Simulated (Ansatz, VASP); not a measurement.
# CoSi2 in two plane-wave programs, part 3 of 3

Aim: how closely do two programs agree when they are given the same cell, functional and k mesh? The cell is a member of a volume series, scaled by 1.02 from a relaxed one, so a pressure remains.

VASP 6.6.1 and Ansatz 0.2.0.

So far: Set-up; Ansatz: zone-centre phonons, LDA, volume scaled by 1.02; VASP: zone-centre phonons, LDA, volume scaled by 1.02; Side by side.

## Step 5: VASP: zone-centre phonons, LDA, volume scaled by 0.9

Level of this step: LDA, zero-moment start; plane waves and PAW (Co, Si) (VASP).

Second derivatives magnify differences that forces hide, and they need a tight electronic threshold. The cell compared in this pair holds 33.03 Å³, against 37.44 Å³ for the pair before.

Contents of INCAR:

```
SYSTEM = CoSi2
PREC = Accurate
ENCUT = 500
EDIFF = 1E-08
NELM = 100
ISMEAR = 0
SIGMA = 0.05
LREAL = .FALSE.
ALGO = Normal
GGA = CA
NBANDS = 16
ISPIN = 2
MAGMOM = 0 0 0
LASPH = .TRUE.
LMAXMIX = 4
LORBIT = 11
LWAVE = .FALSE.
LCHARG = .FALSE.
KPAR = 4
IBRION = 8
ISIF = 2
```

Contents of POSCAR:

```
CoSi2
1.0
    0.0000000000      2.5467168866      2.5467168866
    2.5467168866      0.0000000000      2.5467168866
    2.5467168866      2.5467168866      0.0000000000
Co Si
1 2
Direct
    0.0000000000      0.0000000000      0.0000000000
    0.2500000000      0.2500000000      0.2500000000
    0.7500000000      0.7500000000      0.7500000000
```

Contents of KPOINTS:

```
Automatic mesh
0
Gamma
14 14 14
0 0 0
```

Potentials, in the order of the species: Co and Si (LDA family, release 64).

On the command line:

```
> mpirun -np 4 vasp_std
```

Numbers of over 12 decimals in the logs are rounded to 6 here.

Output:

```text
[... set-up lines as in an earlier step ...]
 entering main loop
       N       E                     dE             d eps       ncg     rms          rms(c)
DAV:   1     0.610018802047E+02    0.61002E+02   -0.67505E+03  6704   0.103E+03
DAV:   2    -0.197484454334E+02   -0.80750E+02   -0.72177E+02  7512   0.210E+02
DAV:   3    -0.229910621651E+02   -0.32426E+01   -0.31921E+01  8656   0.463E+01
DAV:   4    -0.230477469812E+02   -0.56685E-01   -0.56656E-01  7928   0.589E+00
[...]
DAV:  14    -0.216438179336E+02    0.26273E-07   -0.63212E-08  8136   0.214E-03    0.436E-03
DAV:  15    -0.216438179082E+02    0.25352E-07   -0.91502E-08  9280   0.379E-03    0.644E-04
DAV:  16    -0.216438179050E+02    0.32594E-08   -0.61599E-09  4240   0.134E-03
   1 F= -.21643818E+02 E0= -.21642870E+02  d E =-.189501E-02  mag=     0.0000
 Linear response reoptimize wavefunctions to high precision
DAV:   1    -0.216438179049E+02    0.75488E-10   -0.24546E-09  6864   0.378E-04
DAV:   2    -0.216438179049E+02   -0.24556E-10   -0.10316E-10  3992   0.101E-04
 Linear response DOF=           2
[...]
RMM:  13    -0.176086880351E+00    0.18747E-07   -0.73272E-11 29968   0.187E-05    0.165E-06
RMM:  14    -0.176086885273E+00   -0.49212E-08   -0.10575E-10 26713   0.120E-05    0.712E-07
 first order change of Fermi-energy   0.20771E-03
 force on displaced ion       1 direction 1 : -19.175   0.000   0.000
 Linear response progress:
  Degree of freedom:   2/  2
       N       E                     dE             d eps       ncg     rms          rms(c)
RMM:   1    -0.220051444157E-01   -0.22005E-01    0.26569E-02 66971   0.128E+00
RMM:   2    -0.189424938932E-01    0.30627E-02   -0.92262E-04 41300   0.560E-01    0.132E-01
RMM:   3    -0.192044526636E-01   -0.26196E-03   -0.65773E-04 45909   0.180E-01    0.664E-02
RMM:   4    -0.194770181491E-01   -0.27257E-03   -0.10715E-04 43466   0.714E-02    0.119E-02
RMM:   5    -0.194719763546E-01    0.50418E-05   -0.99569E-06 47589   0.205E-02    0.573E-03
RMM:   6    -0.194643168419E-01    0.76595E-05   -0.52571E-07 48014   0.551E-03    0.948E-04
RMM:   7    -0.194704970855E-01   -0.61802E-05   -0.11389E-07 47178   0.218E-03    0.682E-04
RMM:   8    -0.194705053074E-01   -0.82219E-08   -0.20478E-09 46353   0.109E-03    0.424E-04
 first order change of Fermi-energy   0.42569E-03
 force on displaced ion       2 direction 1 : -13.550   0.000   0.000
 Linear response finished
```

Parts of OUTCAR (step 5):

```text
  Total        5.6236397      5.6236397      5.6236397     -0.0000000     -0.0000000      0.0000000
  in kB      272.7445445    272.7445445    272.7445445     -0.0000000     -0.0000000      0.0000000
  external PRESSURE =     272.7445445 kB  Pullay stress =       0.0000000 kB

 POSITION                                       TOTAL-FORCE (eV/Angst)
 -----------------------------------------------------------------------------------
      0.00000      0.00000      0.00000         0.000000     -0.000000     -0.000000
      1.27336      1.27336      1.27336        -0.000000      0.000000     -0.000000
      3.82008      3.82008      3.82008         0.000000     -0.000000      0.000000
 -----------------------------------------------------------------------------------
    total drift:                               -0.000000     -0.000000      0.000000

 magnetization (x)
# of ion       s       p       d       tot
------------------------------------------
    1        0.000   0.000  -0.000   0.000
    2       -0.000   0.000   0.000   0.000
    3       -0.000   0.000   0.000   0.000
--------------------------------------------------
tot         -0.000   0.000  -0.000   0.000

[... 1 part as in an earlier step ...]

[... 1 further part left out ...]
```

## Step 6: Ansatz: zone-centre phonons, LDA, volume scaled by 0.9

The same cell, functional (in two slightly different forms), mesh and smearing now go to Ansatz, which takes its cutoff from its data sets.

The cell is a member of a volume series, scaled by 0.9 from a relaxed one, so a pressure remains.

Contents of input.yaml:

```yaml
crystal:
  lattice:
    - [0.0, 2.5467168866, 2.5467168866]
    - [2.5467168866, 0.0, 2.5467168866]
    - [2.5467168866, 2.5467168866, 0.0]
  atoms:
    - { symbol: Co, position: [0.0, 0.0, 0.0] }
    - { symbol: Si, position: [0.25, 0.25, 0.25] }
    - { symbol: Si, position: [0.75, 0.75, 0.75] }
hamiltonian:
  xc: lda
  pseudopotentials: { kind: paw }
magnetization:
  spin_polarized: true
kpoints:
  mp_grid: { grid: [14, 14, 14] }
scf:
  occupations: { method: gaussian, width: 0.05 }
phonons:
  method: dfpt
  qpoints: [[0, 0, 0]]
```

On the command line:

```
> ansatz run input.yaml --threads 4 --pin off --max-ram 9216MiB --backend cpu --events-out ev --progress --plain --runs-dir out
```

Output:

```text
[...]
Crystal: 3 atoms, lattice volume = 33.035 Å³
Basis set: ecut = 420 eV, 645 PW (Γ), exchange–correlation on 50×50×50 points (8 copies of the dense FFT grid, shifted against one another)
Bands: 18, of which v1, the nominal top of the filled ones, is band 13 counted from 1 (12 counted from 0)
Symmetry: 48 space group operations
[...]
k-points: 104 of 2744
[...]
k-point 243 ↓: bands = [... 9 lower, 12.5390, 12.7519, 13.3405, 14.3230, 18.9626, 20.1787, 20.7182, 22.9312, ... 1 higher]
[...]
ASR residual: 7.392e-6 → 0.000e0 eV/Å²; symmetrization residual: 8.622e-7 eV/Å²
  ASR residual per site (eV/Å²): 7.39e-6 4.34e-6 4.34e-6
  Γ frequencies (cm⁻¹): 0.00 0.00 0.00 410.08 410.08 410.08 422.35 422.35 422.35
[...]
--- Phonons (arbitrary-q DFPT): 1 explicit q-point ---
[...]
[key lines of the parts left out:]
SCF converged after 7 iterations
Magnetization: 0.0000 μB (12.5000 up, 12.5000 down)
Free energy (F): -6281.646175 eV
Fermi energy:    15.251119 eV
```

Run time: 22 s. Hardware: 4 threads of Arm Neoverse V1, shared host; peak memory 0.98 GiB.

## Step 7: Side by side

The two programs side by side:

| quantity | Ansatz | VASP | difference |
| --- | --- | --- | --- |
| optical mode 1 to 3 (cm⁻¹) | 410.1 | 411.7 | -0.40 % |
| optical mode 4 to 6 (cm⁻¹) | 422.4 | 425.9 | -0.82 % |

Modes are paired by rising frequency and degeneracy, not by their patterns, so a pair may still set unlike modes beside each other.

## Step 8: Results

```json
{"r.m.s. difference of the optical zone-centre modes, each program's sorted by frequency (zone-centre phonons, LDA, volume scaled by 1.02)": "2.6 cm⁻¹", "difference in optical mode 4 to 6 (zone-centre phonons, LDA, volume scaled by 1.02)": "-0.9 %", "r.m.s. difference of the optical zone-centre modes, each program's sorted by frequency (zone-centre phonons, LDA, volume scaled by 0.9)": "2.7 cm⁻¹", "difference in optical mode 4 to 6 (zone-centre phonons, LDA, volume scaled by 0.9)": "-0.8 %"}
```

**Reading.** The r.m.s. difference of the optical zone-centre modes, each program's sorted by frequency is 2.6 cm⁻¹ (zone-centre phonons, LDA, volume scaled by 1.02). Among the rows given in per cent, the largest difference of the zone-centre phonons, LDA, volume scaled by 1.02 pair is in optical mode 4 to 6, -0.9 %. Among the rows given in per cent, the largest difference of the zone-centre phonons, LDA, volume scaled by 0.9 pair is in optical mode 4 to 6, -0.8 %. How closely two codes agree says nothing of how well the functional describes the real material.

[Lines on the potential files, build, host, timing and source positions are cut from VASP's logs without a mark.]

[Logs are printed without paths, hosts, clocks, repeated set-up lines and the standing remarks that a program may print on its own settings, such as how far it seeks lower states.]

[Hosts, paths, dates, database ids (printed as entryN), source tags and the programs' standing remarks are cut or masked in the printed files.]
